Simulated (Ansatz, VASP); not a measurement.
**LaCuTe2: VASP beside Ansatz**

One calculation is typed for both programs; each brings its own data sets and cutoff. How far apart do they land? The cell is invented: As first built, before any earlier steps moved the atoms (in the runner's words): it takes the LuCuTe2 structure with some of its atoms replaced by other elements, volume scaled by an estimate. It may not be a known or stable phase. The cell is taken from a series of VASP runs on this material, whose earlier steps may have relaxed, scaled or displaced it; both programs get it as it stands.

Calculated with Ansatz 0.2.0; plane waves, with VASP 6.6.1 beside it; relaxation of cell and atoms at PBE.

**1. The structure**

The structure is trigonal, space group P-3m1 (No. 164). The conventional cell has a = 4.369 Å, b = 4.369 Å, c = 6.961 Å, α = 90.00°, β = 90.00°, γ = 120.00°. Nearest to La lie 6 Te at 3.22 Å. Nearest to Te lie 3 Cu at 2.92 Å and 3 La at 3.22 Å. Cu has 6 Te at 2.92 Å nearest. As first built, before any earlier steps moved the atoms (in the runner's words): sites of the LuCuTe2 structure (space group 164) filled with other elements, volume scaled by an estimate. Farther neighbours and most contacts between anions are not listed.

**2. Ansatz: relaxation of cell and atoms, PBE**

Ansatz runs on its default PAW (the set named soft_2) files.

The relaxed volume is the usual yardstick between codes: its relative difference is about their pressure difference at one cell divided by the bulk modulus.

Contents of input.yaml:

```yaml
crystal:
  lattice:
    - [4.3689047468, 4.4e-09, 0.0]
    - [-2.1844518655, 3.7835824576, 0.0]
    - [0.0, 0.0, 6.9612559038]
  atoms:
    - { symbol: La, position: [0.0, 0.0, 0.0] }
    - { symbol: Te, position: [0.33333333, 0.66666667, 0.2881155212] }
    - { symbol: Te, position: [0.66666667, 0.33333333, 0.7118844788] }
    - { symbol: Cu, position: [0.0, 0.0, 0.5] }
hamiltonian:
  xc: pbe
  pseudopotentials: { kind: paw }
kpoints:
  mp_grid: { grid: [6, 6, 4] }
scf:
  occupations: { method: fermi_dirac, width: 0.05 }
relax:
  f_tol: 0.01
  max_steps: 60
  cell: { stress_tol: 0.05 }
output:
  forces: true
  stress: true
```

The run is started by

```bash
$ ansatz run input.yaml --threads 4 --pin off --max-ram 9216MiB --backend cpu --events-out ev --progress --plain --runs-dir out
```

Numbers of over 12 decimals in the logs are rounded to 6 here.

The program printed:

```text
Warning: the atoms were moved onto the symmetric positions of the space group found under crystal.symmetry.tolerance 1.0e-5 (fractional; no operation is sought that the atoms, as they stand in a round, miss by more than twice it, and no atom is moved by as much as it), and the run uses the moved positions. Before a round's move an operation carried an atom to 4.37e-8 Å from where it should land, the largest such dist [...]
Engine: ansatz 0.2.0, aarch64-unknown-linux-gnu
Pseudopotentials: kind: paw
Pseudopotential: La, paw, valence charge 11, recommended cutoff 420 eV (normal), La.paw.azcp
Pseudopotential: Te, paw, valence charge 16, recommended cutoff 420 eV (normal), Te.paw.azcp
Pseudopotential: Cu, paw, valence charge 19, recommended cutoff 420 eV (normal), Cu.paw.azcp
Functional definition: PBE
  parameter kappa = 0.804
  parameter beta = 0.066725
  exchange = pbe_x(kappa = kappa, mu = beta*pi^2/3)
  correlation = pbe_c(beta = beta)
Crystal: 4 atoms, lattice volume = 115.070 Å³
Basis set: ecut = 420 eV, 2297 PW (Γ), exchange–correlation on 60×60×96 points (8 copies of the dense FFT grid, shifted against one another)
Bands: 38, of which v1, the nominal top of the filled ones, is band 31 counted from 1 (30 counted from 0)
Symmetry: 12 space group operations
Space group: P-3m1 (ITA 164), of the structure as read, at distance tolerance 4.9e-5 Å
k-points: 24 of 144
Non-local potential: La, projectors of the file, l = 0: 3, l = 1: 2, l = 2: 2, l = 3: 3
Non-local potential: Te, projectors of the file, l = 0: 2, l = 1: 2, l = 2: 2, l = 3: 2
Non-local potential: Cu, projectors of the file, l = 0: 3, l = 1: 2, l = 2: 3, l = 3: 1
PAW form: soft (Blöchl's): semilocal exchange-correlation on the pseudo side does not see the compensation charge
PAW one-centre angular grid: La, 590 points (default); XC on 64 Gauss nodes
PAW one-centre angular grid: Te, 590 points (default); XC on 64 Gauss nodes
PAW one-centre angular grid: Cu, 590 points (default); XC on 64 Gauss nodes
Initial density: superposition of atomic densities (neutral atoms: chi_scale 0, normalization atom), corrected by the library's trained network
Initial wavefunctions: pseudopotential atomic-orbital guess
Functional: x = pbe(κ = 0.804, μ = 0.219515), c = pbe(β = 0.066725)
SCF iter   1: F=—  HF=-26838.579391 eV  |F-HF|=—  |Δ(HF+E_count)|=         —  Δρ=1.38e-3  dr2=2.21e-3  ethr=1.77e-3  ⟨swp⟩=6.5  Hψ=3553  notcnv=0
preconditioner: auto → Resta (q_TF=auto, 2.461 Å⁻¹)  ε∞=7.3  [insulator: Δε(μ)=0.429 eV  Ē_g=7.775 eV  σ=0.050 eV  W_gap=0.97  n_scr=34 (ndim 8)  ℏωp=19.6 eV  f_vac=0.007  D(μ)=0.05/eV (n_scr^D=0)  ε∞_Penn≈7.3]
SCF iter   2: F=—  HF=-26838.579443 eV  |F-HF|=—  |Δ(HF+E_count)|=   5.25e-5  Δρ=1.15e-3  dr2=1.23e-3  ethr=3.57e-6  ⟨swp⟩=2.5  Hψ=2035  notcnv=0  defer=24
SCF iter   3: F=—  HF=-26838.579666 eV  |F-HF|=—  |Δ(HF+E_count)|=   2.23e-4  Δρ=1.04e-3  dr2=1.00e-3  ethr=1.99e-6  ⟨swp⟩=2.0  Hψ=1631  notcnv=0  defer=24
SCF iter   4: F=—  HF=-26838.579582 eV  |F-HF|=—  |Δ(HF+E_count)|=   8.39e-5  Δρ=2.92e-4  dr2=9.10e-5  ethr=1.62e-6  ⟨swp⟩=2.0  Hψ=1150  notcnv=0  defer=24
SCF iter   5: F=—  HF=-26838.579578 eV  |F-HF|=—  |Δ(HF+E_count)|=   4.42e-6  Δρ=7.95e-5  dr2=1.15e-5  ethr=1.47e-7  ⟨swp⟩=2.0  Hψ=1064  notcnv=0  defer=24
SCF iter   6: F=—  HF=-26838.579583 eV  |F-HF|=—  |Δ(HF+E_count)|=   5.27e-6  Δρ=4.61e-5  dr2=2.42e-6  ethr=1.86e-8  ⟨swp⟩=2.0  Hψ=1379  notcnv=0  defer=24
SCF iter   7: F=—  HF=-26838.579583 eV  |F-HF|=—  |Δ(HF+E_count)|=   6.52e-7  Δρ=1.69e-5  dr2=2.42e-7  ethr=3.90e-9  ⟨swp⟩=2.0  Hψ=1310  notcnv=0  defer=24
SCF iter   8: F=-26838.579583 eV  HF=-26838.579583 eV  |F-HF|=1.68e-8  |Δ(HF+E_count)|=  4.62e-10  Δρ=7.10e-6  dr2=4.24e-8  ethr=1.61e-10  ⟨swp⟩=5.0  Hψ=3691  notcnv=0
SCF 1 converged in 8 iterations: F = -26838.579583 eV  dr2 = 4.24e-8
  greatest PAW one-centre occupation: 1.000 electrons in one spin orbital (limit 2), on the Cu atom at site 3 (counted from 0), in its partial waves of l = 0
relax step   1: F+E_penalty+E_count = -26838.57958342 eV  Δ(F+E_penalty+E_count) = +0.000e0 eV  max|allowed force component| = 2.896e-3 eV/Å  Δτ_max = 0.0000 Å  P = -0.130 GPa  Ω = 115.070 Å³  (8 SCF iters, dr2 threshold 1.00e-7 eV, accepted)
[...]
relax step   2: F+E_penalty+E_count = -26838.57977757 eV  Δ(F+E_penalty+E_count) = -1.941e-4 eV  max|allowed force component| = 2.574e-2 eV/Å  Δτ_max = 0.0021 Å  P = +0.071 GPa  Ω = 114.624 Å³  energy of the carried Pulay correction = +8.350e-5 eV  (7 SCF iters, dr2 threshold 7.05e-8 eV, accepted)
[...]
relax step   3: F+E_penalty+E_count = -26838.57985542 eV  Δ(F+E_penalty+E_count) = -7.785e-5 eV  max|allowed force component| = 8.976e-3 eV/Å  Δτ_max = 0.0045 Å  P = +0.020 GPa  Ω = 114.645 Å³  energy of the carried Pulay correction = +7.947e-5 eV  (6 SCF iters, dr2 threshold 4.14e-8 eV, accepted)
[...]
relax step   4: F+E_penalty+E_count = -26838.57978438 eV  Δ(F+E_penalty+E_count) = +7.104e-5 eV  max|allowed force component| = 8.965e-3 eV/Å  Δτ_max = 0.0000 Å  P = +0.021 GPa  Ω = 114.645 Å³  stress off target by 3.18e-2 GPa  SCF on the basis re-selected at this cell (its energy is not comparable with the rows above)  (6 SCF iters)
basis re-selected at this cell: Δ(F+E_penalty+E_count) = +7.104e-5 eV, ΔP = +0.000 GPa vs the last step (what re-selecting the basis moved, of the pressure what is left beyond the Pulay correction that the steps carried, after the strain that the cell walked since its last selection, with what the two solves' SCF thresholds leave and, on support functions, any second-order correction that the steps lacked; it is no m [...]
SCF converged after 6 iterations
Free energy (F): -26838.579784 eV
Harris-Foulkes:  -26838.579784 eV  (|F-HF|=1.09e-11)
Internal energy: -26838.578827 eV  (E = F + TS)
E sigma→0 (E₀):  -26838.579306 eV
Entropy (-TS):   -0.000957 eV (-0.239 meV/atom)
Fermi energy:    10.377681 eV
--- Per-component energies (eV) ---
  E_band       = -982.685550
  E_kinetic    = 852.717788
  E_local      = -8908.020017  (includes V_loc(G=0)·N_el)
  E_nonlocal   = -121.006166
  E_hartree    = 4480.590518
  E_xc         = -475.457300
  E_vxc        = -468.779612  (∫ρ·V_xc dr)
  E_paw        = -16417.031451  (= ΣΔE_a)
  E_vpaw       = -1298.778448  (= ΣTr[D̂ρ^β])
  E_aug_tail   = -0.000084  (compensation charges beyond the density's cutoff)
  E_ewald      = -6250.372114
  E_smearing   = -0.000957  (= −TS)
  E_closure    = 0.000000  (closes the sum)
  Σ components = -26838.579784   (vs F -26838.579784, Δ=0.00e0)
--- Forces (eV/Å), atoms counted from 1 ---
  atom   1  La     0.00000000    -0.00000000     0.00000000
  atom   2  Te    -0.00000000     0.00000000    -0.00896513
  atom   3  Te     0.00000000    -0.00000000     0.00896513
  atom   4  Cu    -0.00000000     0.00000000     0.00000000
  max |Σ_I F_I| component: 1.73e-18 eV/Å
--- Stress (GPa, compression-positive) ---
        0.015096      -0.000000      -0.000000
        0.000000       0.015096      -0.000000
        0.000000      -0.000000       0.031785
  P = ⅓ Tr σ = 0.0207 GPa (0.207 kbar)
--- Relaxed structure (3 steps of the walk, 3 accepted, 1 SCFs on fresh bases) ---
  F+E_penalty+E_count = -26838.57978438 eV   max|allowed force component| = 8.965e-3 eV/Å   (the final SCF, on the basis selected at the relaxed cell)
  cell:  # Å, volume = 114.6453 Å³
    - [4.359998, -2.9044289708423465e-7, -9.28604544109047e-19]
    - [-2.179999, 3.775869, 4.643022720545252e-19]
    - [-1.4796051348718576e-18, 0, 6.963905]
  atoms:
    - { symbol: La, position: [0, 0, 0] }
    - { symbol: Te, position: [0.333333, 0.666667, 0.288468] }
    - { symbol: Te, position: [0.666667, 0.333333, 0.711532] }
    - { symbol: Cu, position: [0, 0, 0.5] }
```

The job ended after 5.5 s (4 threads of Arm Neoverse V2, shared host; peak memory 0.53 GiB; 20 s of CPU time).

**3. VASP: relaxation of cell and atoms, PBE**

The same cell, functional, mesh and smearing now go to VASP, with its own data sets and cutoff.

Lines of VASP's logs that name or quote its potential files are left out, and so is its time.

Contents of INCAR:

```
SYSTEM = LaCuTe2
PREC = Accurate
ENCUT = 400
EDIFF = 1E-06
NELM = 100
ISMEAR = -1
SIGMA = 0.05
LREAL = .FALSE.
ALGO = Normal
GGA = PE
NBANDS = 23
LORBIT = 11
LWAVE = .FALSE.
LCHARG = .FALSE.
KPAR = 2
IBRION = 2
NSW = 60
ISIF = 3
EDIFFG = -0.01
```

Contents of POSCAR:

```
LaCuTe2
1.0
    4.3689047468      0.0000000044      0.0000000000
   -2.1844518655      3.7835824576      0.0000000000
    0.0000000000      0.0000000000      6.9612559038
La Te Cu
1 2 1
Direct
    0.0000000000      0.0000000000      0.0000000000
    0.3333333300      0.6666666700      0.2881155212
    0.6666666700      0.3333333300      0.7118844788
    0.0000000000      0.0000000000      0.5000000000
```

Contents of KPOINTS:

```
Automatic mesh
0
Gamma
6 6 4
0 0 0
```

PAW data sets: La, Te and Cu (PBE family, release 64).

The run is started by

```bash
$ mpirun -np 2 vasp_std
```

The program printed:

```text
[banner, memory and clock lines left out]
running    2 mpi-ranks, on    1 nodes
 distrk:  each k-point on    1 cores,    2 groups
 distr:  one band on    1 cores,    1 groups

 POSCAR found type information on POSCAR LaTeCu
 POSCAR found :  3 types and       4 ions
 LDA part: xc-table for (Slater+PW92), standard interpolation
 POSCAR, INCAR and KPOINTS ok, starting setup
 FFT: planning ... GRIDC
 FFT: planning ... GRID_SOFT
 FFT: planning ... GRID
 WAVECAR not read
 entering main loop
       N       E                     dE             d eps       ncg     rms          rms(c)
DAV:   1     0.249946216572E+03    0.24995E+03   -0.10774E+04  1112   0.147E+03
DAV:   2     0.206015336456E+02   -0.22934E+03   -0.21684E+03  1312   0.277E+02
DAV:   3    -0.169626875046E+02   -0.37564E+02   -0.35629E+02  1675   0.124E+02
DAV:   4    -0.198740879856E+02   -0.29114E+01   -0.28368E+01  2040   0.344E+01
DAV:   5    -0.200735068880E+02   -0.19942E+00   -0.19629E+00  1782   0.835E+00    0.172E+01
DAV:   6    -0.276764875410E+02   -0.76030E+01   -0.17905E+02  1808   0.245E+02    0.170E+01
DAV:   7    -0.201279991795E+02    0.75485E+01   -0.33242E+01  1520   0.962E+01    0.901E+00
DAV:   8    -0.189063028394E+02    0.12217E+01   -0.50605E+00  1848   0.287E+01    0.519E+00
DAV:   9    -0.184099649727E+02    0.49634E+00   -0.15235E+00  1969   0.236E+01    0.302E+00
DAV:  10    -0.184309718766E+02   -0.21007E-01   -0.27968E+00  1881   0.374E+01    0.306E+00
DAV:  11    -0.183417273709E+02    0.89245E-01   -0.17661E+00  1906   0.267E+01    0.174E+00
DAV:  12    -0.183360606175E+02    0.56668E-02   -0.13864E-01  1984   0.556E+00    0.101E+00
DAV:  13    -0.183375838674E+02   -0.15232E-02   -0.91020E-03  1955   0.899E-01    0.103E+00
DAV:  14    -0.183335104016E+02    0.40735E-02   -0.45286E-02  2040   0.432E+00    0.351E-01
DAV:  15    -0.183339005071E+02   -0.39011E-03   -0.78094E-03  1837   0.106E+00    0.264E-01
DAV:  16    -0.183327598647E+02    0.11406E-02   -0.47160E-03  2002   0.133E+00    0.135E-01
DAV:  17    -0.183327003872E+02    0.59478E-04   -0.78803E-04  1757   0.140E-01    0.689E-02
DAV:  18    -0.183326833635E+02    0.17024E-04   -0.93835E-05  2154   0.663E-02    0.567E-02
DAV:  19    -0.183326733435E+02    0.10020E-04   -0.39851E-05  1960   0.479E-02    0.383E-02
DAV:  20    -0.183326729670E+02    0.37642E-06   -0.95958E-06  1761   0.509E-02
   1 F= -.18332673E+02 E0= -.18332242E+02  d E =-.183327E+02
[...]
2 F= -.18332600E+02 E0= -.18332117E+02  d E =0.725595E-04
[...]
3 F= -.18333144E+02 E0= -.18332694E+02  d E =-.471236E-03
[...]
4 F= -.18333142E+02 E0= -.18332692E+02  d E =-.469500E-03
 curvature:  -0.22 expect dE=-0.163E-04 dE for cont linesearch -0.175E-11
 trial: gam= 0.02468 g(F)=  0.479E-06 g(S)=  0.751E-04 ort =-0.158E-06 (trialstep = 0.885E+00)
 search vector abs. value=  0.774E-04
 bond charge predicted
       N       E                     dE             d eps       ncg     rms          rms(c)
DAV:   1    -0.183332287972E+02   -0.86220E-04   -0.41112E-03  1391   0.992E-01    0.581E-02
DAV:   2    -0.183332269653E+02    0.18318E-05   -0.58981E-04  1765   0.332E-01    0.381E-02
DAV:   3    -0.183332033001E+02    0.23665E-04   -0.10359E-04  1842   0.257E-01    0.223E-02
DAV:   4    -0.183331956384E+02    0.76617E-05   -0.56349E-05  1944   0.190E-01    0.512E-03
DAV:   5    -0.183331955518E+02    0.86623E-07   -0.56069E-06  1355   0.252E-02
   5 F= -.18333196E+02 E0= -.18332737E+02  d E =-.530844E-04
 trial-energy change:   -0.000053  1 .order   -0.000050   -0.000067   -0.000033
 step:   1.7713(harm=  1.7713)  dis= 0.00016  next Energy=   -18.333209 (dE=-0.669E-04)
 reached required accuracy - stopping structural energy minimisation
```

(Part 1 of 2 ends here.)

[Lines on the potential files, build, host, timing and source positions are cut from VASP's logs without a mark.]

[Logs are printed without paths, hosts, clocks, repeated set-up lines and the standing remarks that a program may print on its own settings, such as how far it seeks lower states.]

[Hosts, paths, dates, database ids (printed as entryN), source tags and the programs' standing remarks are cut or masked in the printed files.]
